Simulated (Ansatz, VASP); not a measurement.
# Cross-check of Al3SiCN3 between VASP and Ansatz, part 3 of 3

Aim: how closely do two programs agree when they are given the same cell, functional and k mesh? The cell is generated by rule, not measured, and may not be a known phase. The cell is taken from a series of runs on this material, whose earlier steps may have relaxed, scaled, displaced or heated it; both programs get it as it stands.

VASP 6.6.1 and Ansatz 0.2.0.

So far: The starting structure; Ansatz: zone-centre phonons, PBE; VASP: zone-centre phonons, PBE.

### Step 3. VASP: zone-centre phonons, PBE (continued)

Level of this step: PBE; plane waves and PAW (Al, C, N, Si); invented cell (VASP).

Numbers of over 12 decimals in the logs are rounded to 6 here.

From OUTCAR (step 3):

```text
ion  position               nearest neighbor table
   1  0.333  0.667  0.998-   4 1.93   4 1.93   4 1.93   5 1.97   8 3.00   8 3.00   8 3.00   2 3.07
                             2 3.07   2 3.07
   2  0.667  0.333  0.245-   5 1.89   5 1.89   5 1.89   6 1.96   3 3.06   3 3.06   3 3.06   1 3.07
                             1 3.07   1 3.07
   3  0.333  0.667  0.490-   6 1.88   6 1.88   6 1.88   7 1.98   2 3.06   2 3.06   2 3.06
   4  0.667  0.333  0.934-   8 1.73   1 1.93   1 1.93   1 1.93
   5  0.333  0.667  0.194-   2 1.89   2 1.89   2 1.89   1 1.97
   6  0.667  0.333  0.440-   3 1.88   3 1.88   3 1.88   2 1.96
   7  0.333  0.667  0.687-   8 1.96   8 1.96   8 1.96   3 1.98
   8  0.667  0.333  0.762-   4 1.73   7 1.96   7 1.96   7 1.96   1 3.00   1 3.00   1 3.00

  LATTYP: Found a hexagonal cell.
 ALAT       =     3.1436117243
 C/A-ratio  =     3.2002524086

 Subroutine GETGRP returns: Found  6 space group operations
 (whereof  6 operations were pure point group operations)

The static configuration has the point symmetry C_3v.

 Found     69 irreducible k-points:

   k-points           NKPTS =     69   k-points in BZ     NKDIM =     69   number of bands    NBANDS=     24

   dimension x,y,z NGX =    28 NGY =   28 NGZ =   80
   dimension x,y,z NGXF=    56 NGYF=   56 NGZF=  160

   ENCUT  =  600.0 eV  44.10 Ry    6.64 a.u.   6.28  6.28 20.09*2*pi/ulx,y,z

   NELECT =      32.0000    total number of electrons

 k-points in reciprocal lattice and weights: Automatic mesh
   0.00000000  0.00000000  0.00000000       0.002
   0.08333333  0.00000000  0.00000000       0.010
   0.16666667  0.00000000  0.00000000       0.010
   0.25000000 -0.00000000  0.00000000       0.010
   0.33333333  0.00000000  0.00000000       0.010
   0.41666667  0.00000000  0.00000000       0.010
   0.50000000 -0.00000000  0.00000000       0.005
   0.08333333  0.08333333  0.00000000       0.010
   0.16666667  0.08333333  0.00000000       0.021
[...]
0.33333333  0.25000000  0.50000000       0.021
   0.33333333  0.33333333  0.50000000       0.003

 average (electrostatic) potential at core
[...]
1 f  =   30.696538 THz   192.872038 2PiTHz 1023.926298 cm-1   126.950624 meV
             X         Y         Z           dx          dy          dz
      0.000000  1.814965 10.045051    -0.000000   -0.000000    0.100035
      1.571806  0.907483  2.462287    -0.000000    0.000000   -0.083871
      0.000000  1.814965  4.931183    -0.000000    0.000000   -0.067656
      1.571806  0.907483  9.396365     0.000000   -0.000000   -0.836292
      0.000000  1.814965  1.952180     0.000000   -0.000000    0.102817
      1.571806  0.907483  4.424898    -0.000000    0.000000    0.120096
      0.000000  1.814965  6.912322     0.000000   -0.000000   -0.081251
      1.571806  0.907483  7.662381    -0.000000    0.000000    0.497394

   2 f  =   22.928638 THz   144.064879 2PiTHz  764.817028 cm-1    94.825183 meV
             X         Y         Z           dx          dy          dz
      0.000000  1.814965 10.045051     0.000000    0.000000    0.283751
      1.571806  0.907483  2.462287     0.000000    0.000000    0.191788
      0.000000  1.814965  4.931183    -0.000000    0.000000   -0.239637
      1.571806  0.907483  9.396365    -0.000000   -0.000000   -0.250408
      0.000000  1.814965  1.952180    -0.000000   -0.000000   -0.441261
      1.571806  0.907483  4.424898    -0.000000    0.000000    0.061019
      0.000000  1.814965  6.912322     0.000000   -0.000000    0.693435
      1.571806  0.907483  7.662381     0.000000    0.000000   -0.288592

   3 f  =   21.886605 THz   137.517596 2PiTHz  730.058563 cm-1    90.515685 meV
             X         Y         Z           dx          dy          dz
      0.000000  1.814965 10.045051     0.297811    0.453038   -0.000000
      1.571806  0.907483  2.462287     0.021152    0.032177    0.000000
      0.000000  1.814965  4.931183     0.007438    0.011316    0.000000
      1.571806  0.907483  9.396365    -0.458141   -0.696936    0.000000
      0.000000  1.814965  1.952180    -0.041441   -0.063041    0.000000
      1.571806  0.907483  4.424898    -0.010216   -0.015541   -0.000000
      0.000000  1.814965  6.912322    -0.013275   -0.020194   -0.000000
      1.571806  0.907483  7.662381     0.025553    0.038872    0.000000

   4 f  =   21.886605 THz   137.517596 2PiTHz  730.058563 cm-1    90.515685 meV
             X         Y         Z           dx          dy          dz
      0.000000  1.814965 10.045051     0.453038   -0.297811    0.000000
      1.571806  0.907483  2.462287     0.032177   -0.021152   -0.000000
      0.000000  1.814965  4.931183     0.011316   -0.007438   -0.000000
      1.571806  0.907483  9.396365    -0.696936    0.458141   -0.000000
      0.000000  1.814965  1.952180    -0.063041    0.041441   -0.000000
      1.571806  0.907483  4.424898    -0.015541    0.010216    0.000000
      0.000000  1.814965  6.912322    -0.020194    0.013275   -0.000000
      1.571806  0.907483  7.662381     0.038872   -0.025553   -0.000000

   5 f  =   20.833181 THz   130.898738 2PiTHz  694.920122 cm-1    86.159075 meV
             X         Y         Z           dx          dy          dz
      0.000000  1.814965 10.045051    -0.000000    0.000000    0.159016
      1.571806  0.907483  2.462287    -0.000000    0.000000   -0.049138
      0.000000  1.814965  4.931183    -0.000000    0.000000   -0.232858
      1.571806  0.907483  9.396365     0.000000   -0.000000    0.182719
      0.000000  1.814965  1.952180     0.000000   -0.000000   -0.465038
      1.571806  0.907483  4.424898     0.000000   -0.000000    0.714910
      0.000000  1.814965  6.912322     0.000000   -0.000000   -0.384881
      1.571806  0.907483  7.662381     0.000000   -0.000000    0.095915

   6 f  =   20.623728 THz   129.582703 2PiTHz  687.933506 cm-1    85.292846 meV
             X         Y         Z           dx          dy          dz
      0.000000  1.814965 10.045051    -0.011412   -0.017360    0.000000
      1.571806  0.907483  2.462287     0.158181    0.240630    0.000000
      0.000000  1.814965  4.931183     0.271224    0.412595   -0.000000
      1.571806  0.907483  9.396365     0.031545    0.047988    0.000000
      0.000000  1.814965  1.952180    -0.198766   -0.302369    0.000000
      1.571806  0.907483  4.424898    -0.403044   -0.613123   -0.000000
      0.000000  1.814965  6.912322    -0.008668   -0.013187   -0.000000
      1.571806  0.907483  7.662381     0.000691    0.001051   -0.000000

   7 f  =   20.623728 THz   129.582703 2PiTHz  687.933506 cm-1    85.292846 meV
             X         Y         Z           dx          dy          dz
      0.000000  1.814965 10.045051    -0.017360    0.011412   -0.000000
      1.571806  0.907483  2.462287     0.240630   -0.158181   -0.000000
      0.000000  1.814965  4.931183     0.412595   -0.271224    0.000000
      1.571806  0.907483  9.396365     0.047988   -0.031545    0.000000
      0.000000  1.814965  1.952180    -0.302369    0.198766   -0.000000
      1.571806  0.907483  4.424898    -0.613123    0.403044    0.000000
      0.000000  1.814965  6.912322    -0.013187    0.008668   -0.000000
      1.571806  0.907483  7.662381     0.001051   -0.000691    0.000000

   8 f  =   20.413295 THz   128.260514 2PiTHz  680.914220 cm-1    84.422566 meV
             X         Y         Z           dx          dy          dz
      0.000000  1.814965 10.045051    -0.005473   -0.008326   -0.000000
      1.571806  0.907483  2.462287     0.266897    0.406005   -0.000000
      0.000000  1.814965  4.931183    -0.146481   -0.222829    0.000000
      1.571806  0.907483  9.396365     0.038094    0.057949   -0.000000
      0.000000  1.814965  1.952180    -0.404867   -0.615887   -0.000000
      1.571806  0.907483  4.424898     0.208877    0.317746    0.000000
      0.000000  1.814965  6.912322     0.004416    0.006718    0.000000
      1.571806  0.907483  7.662381    -0.002301   -0.003500   -0.000000

   9 f  =   20.413295 THz   128.260514 2PiTHz  680.914220 cm-1    84.422566 meV
             X         Y         Z           dx          dy          dz
      0.000000  1.814965 10.045051     0.008326   -0.005473   -0.000000
      1.571806  0.907483  2.462287    -0.406005    0.266897   -0.000000
      0.000000  1.814965  4.931183     0.222829   -0.146481    0.000000
      1.571806  0.907483  9.396365    -0.057949    0.038094   -0.000000
      0.000000  1.814965  1.952180     0.615887   -0.404867   -0.000000
      1.571806  0.907483  4.424898    -0.317746    0.208877   -0.000000
      0.000000  1.814965  6.912322    -0.006718    0.004416   -0.000000
      1.571806  0.907483  7.662381     0.003500   -0.002301   -0.000000

  10 f  =   17.335384 THz   108.921430 2PiTHz  578.246167 cm-1    71.693355 meV
             X         Y         Z           dx          dy          dz
      0.000000  1.814965 10.045051     0.000000    0.000000    0.122902
      1.571806  0.907483  2.462287     0.000000   -0.000000   -0.551072
      0.000000  1.814965  4.931183     0.000000   -0.000000   -0.065172
      1.571806  0.907483  9.396365    -0.000000   -0.000000   -0.028827
      0.000000  1.814965  1.952180    -0.000000   -0.000000    0.545009
      1.571806  0.907483  4.424898    -0.000000    0.000000    0.446081
      0.000000  1.814965  6.912322     0.000000    0.000000    0.227699
      1.571806  0.907483  7.662381    -0.000000   -0.000000   -0.358144

  11 f  =   15.177091 THz    95.360476 2PiTHz  506.253269 cm-1    62.767377 meV
             X         Y         Z           dx          dy          dz
      0.000000  1.814965 10.045051    -0.000000    0.000000    0.663416
      1.571806  0.907483  2.462287     0.000000   -0.000000   -0.188912
      0.000000  1.814965  4.931183    -0.000000    0.000000    0.464919
      1.571806  0.907483  9.396365    -0.000000   -0.000000   -0.145169
    [... 145 further lines ...]
      0.000000  1.814965  6.912322     0.000000   -0.000000    0.292889
      1.571806  0.907483  7.662381     0.000000   -0.000000    0.414832

 MACROSCOPIC STATIC DIELECTRIC TENSOR IONIC CONTRIBUTION
 ------------------------------------------------------
           5.580460     0.000000     0.000000
           0.000000     5.580460     0.000000
           0.000000     0.000000     6.099122
 ------------------------------------------------------

 ELASTIC MODULI CONTR FROM IONIC RELAXATION (kBar)
 Direction    XX          YY          ZZ          XY          YZ          ZX
 --------------------------------------------------------------------------------
 XX        -686.8014    369.0592    390.6058     -0.0000    -91.3058     -0.0000
 YY         369.0592   -686.8014    390.6058     -0.0000     91.3058      0.0000
 ZZ         390.6058    390.6058  -1256.1252      0.0000     -0.0000     -0.0000
 XY          -0.0000     -0.0000      0.0000   -527.9303      0.0000    -94.5749
 YZ         -91.3058     91.3058     -0.0000      0.0000   -124.0434     -0.0000
 ZX          -0.0000      0.0000     -0.0000    -94.5749     -0.0000   -128.5753
 --------------------------------------------------------------------------------

 PIEZOELECTRIC TENSOR IONIC CONTR  for field in x, y, z        (C/m^2)
          XX          YY          ZZ          XY          YZ          ZX
  --------------------------------------------------------------------------------
  x    -0.00000     0.00000     0.00000    -0.63575    -0.00000    -0.39048
  y    -0.63575     0.63575     0.00000     0.00000    -0.37161    -0.00000
  z    -0.81821    -0.81821     1.86642    -0.00000     0.00000     0.00000
```

With a direct gap this small, the dielectric response converges slowly with the mesh, so tensor and charges are uncertain; a mesh that holds the point of the least gap tends to give too large a tensor.

### Step 4. Comparison

Known differences besides the potentials themselves: fixed occupations in Ansatz, narrow Gaussian smearing in VASP; VASP's response is taken on the typed mesh, Ansatz refines its own for the field response alone; the cutoff is 420 eV in Ansatz and 600 eV in VASP. Total energies have different zeros and are not compared.

Compared:

| quantity | Ansatz | VASP | difference |
| --- | --- | --- | --- |
| ε∞ xx | 5.46 | 5.69 | -3.92 % |
| ε∞ yy | 5.46 | 5.69 | -3.92 % |
| ε∞ zz | 5.62 | 5.61 | +0.16 % |
| Born charge of Al1 (mean of the diagonal) (e) | 2.40 | 2.39 | +0.02 |
| Born charge of C4 (mean of the diagonal) (e) | -2.63 | -2.60 | -0.03 |
| Born charge of N5 (mean of the diagonal) (e) | -2.71 | -2.70 | -0.01 |
| Born charge of Si8 (mean of the diagonal) (e) | 2.96 | 2.96 | -0.01 |
| optical mode 1 to 2 (cm⁻¹) | 165.5 | 165.9 | -0.26 % |
| optical mode 3 to 4 (cm⁻¹) | 177.6 | 177.7 | -0.02 % |
| optical mode 5 to 6 (cm⁻¹) | 236.8 | 237.0 | -0.11 % |
| optical mode 7 (cm⁻¹) | 312.5 | 313.1 | -0.17 % |
| optical mode 8 (cm⁻¹) | 350.5 | 351.1 | -0.18 % |
| optical mode 9 to 10 (cm⁻¹) | 407.9 | 407.6 | +0.06 % |
| optical mode 11 (cm⁻¹) | 506.6 | 506.3 | +0.07 % |
| optical mode 12 (cm⁻¹) | 578.1 | 578.2 | -0.02 % |
| optical mode 13 to 14 (cm⁻¹) | 679.2 | 680.9 | -0.25 % |
| optical mode 15 to 16 (cm⁻¹) | 686.3 | 687.9 | -0.23 % |
| optical mode 17 (cm⁻¹) | 693.9 | 694.9 | -0.14 % |
| optical mode 18 to 19 (cm⁻¹) | 729.8 | 730.1 | -0.03 % |
| optical mode 20 (cm⁻¹) | 765.1 | 764.8 | +0.04 % |
| optical mode 21 (cm⁻¹) | 1025.0 | 1023.9 | +0.10 % |

Modes are paired by rising frequency, not by their patterns, so a pair may set unlike modes beside each other; they are those without the splitting of longitudinal modes.

### Step 5. Outcome

| Property | Result |
| --- | --- |
| r.m.s. difference of the optical zone-centre modes, each program's sorted by frequency (zone-centre phonons, PBE) | 0.84 cm⁻¹ |
| difference in ε∞ xx (zone-centre phonons, PBE) | -3.9 % |

The r.m.s. difference of the optical zone-centre modes, each program's sorted by frequency is 0.84 cm⁻¹ (zone-centre phonons, PBE). Among the rows given in per cent, the largest difference of the zone-centre phonons, PBE pair is in ε∞ xx, -3.9 %. How closely two codes agree says nothing of how well the functional describes the real material.

[Lines on the potential files, build, host, timing and source positions are cut from VASP's logs without a mark.]

[Logs are printed without paths, hosts, clocks, repeated set-up lines and the standing remarks that a program may print on its own settings, such as how far it seeks lower states.]

[Hosts, paths, dates, database ids (printed as entryN), source tags and the programs' standing remarks are cut or masked in the printed files.]
